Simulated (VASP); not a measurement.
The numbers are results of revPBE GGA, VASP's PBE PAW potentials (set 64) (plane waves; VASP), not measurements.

VASP ran on this input.

**INCAR**
```
# general
SYSTEM = NaF
PREC   = Accurate
ENCUT  = 520   # plane-wave cut-off (eV)
LREAL  = .FALSE.   # projection in real space or not
LASPH  = .TRUE.

# electronic loop
EDIFF  = 1E-6   # SCF stop (eV)
NELM   = 100
ALGO   = Normal   # blocked Davidson

# smearing
ISMEAR = 0
SIGMA  = 0.05   # width (eV)

# functional
GGA    = RE   # revPBE

# ions
IBRION = 2
NSW    = 60   # most ionic steps
ISIF   = 3   # ions, shape and volume
EDIFFG = -0.01   # ionic stop

# output
LWAVE  = .FALSE.
LCHARG = .FALSE.
```

**POSCAR**
```
NaF
1
    0.0000000000     2.3898736242     2.3898736242
    2.3898736242     0.0000000000     2.3898736242
    2.3898736242     2.3898736242     0.0000000000
Na F
1 1
Direct
  0.0000000000   0.0000000000   0.0000000000
  0.5000000000   0.5000000000   0.5000000000
```

**KPOINTS**
```
Regular mesh
0
Gamma
9 9 9
```

POTCAR, in this order: Na_pv F (PBE.64 set). Program: vasp_std.

Predict the energy per atom (σ→0), volume per atom, band gap (on the k-mesh).

| Item | Result |
|---|---|
| energy per atom (σ→0) | -4094 meV/atom |
| band gap (on the k-mesh) | 6.07 eV |
| volume per atom | 13.76 Å³/atom |

OSZICAR:
```
...
       N       E                     dE             d eps       ncg     rms          rms(c)
DAV:   1    -0.818885706483E+01   -0.86828E-03   -0.15805E-02   911   0.212E+00    0.224E-01
DAV:   2    -0.818812293278E+01    0.73413E-03   -0.31551E-03   922   0.596E-01    0.594E-02
DAV:   3    -0.818807903905E+01    0.43894E-04   -0.90330E-05   882   0.240E-01    0.317E-02
DAV:   4    -0.818805624394E+01    0.22795E-04   -0.17456E-05   875   0.147E-01    0.412E-03
DAV:   5    -0.818805482531E+01    0.14186E-05   -0.21534E-06   648   0.264E-02    0.112E-03
DAV:   6    -0.818805462748E+01    0.19783E-06   -0.31045E-07   400   0.110E-02
   3 F= -.81880546E+01 E0= -.81880546E+01  d E =-.371048E-03
```

The compound is NaF in the rock salt structure. This run relaxes it. Symmetry was kept, so distortions that lower it aren't found. The start is the result of an earlier pass.
